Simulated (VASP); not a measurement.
Consider the following.

```
CdS
1.0
    0.00000     3.00181     3.00181
    3.00181     0.00000     3.00181
    3.00181     3.00181     0.00000
Cd S
1 1
Direct
  0.00000   0.00000   0.00000
  0.25000   0.25000   0.25000
```

These are PBE GGA, VASP's PBE PAW potentials (set 64) (plane waves; VASP) values and carry that method's errors. Numerical set-up: 300 eV cut-off, 5×5×5 Γ-centred mesh, Gaussian smearing of 0.050 eV, potentials Cd S.

At this cut-off the stress carries a Pulay error, which pulls relaxed volumes low.

### Question
What does the run give for the energy per atom (σ→0), pressure, band gap (on the k-mesh) with the smallest direct gap where there is one?

### Answer

band gap (on the k-mesh): 0.94 eV
smallest direct gap (on the k-mesh): 0.94 eV
energy per atom (σ→0): -3.063 eV/atom
pressure: -1.73 GPa

The structure comes from a computed database's CdS entry; how it stands against other phases isn't given here. The cell was not relaxed at this level.
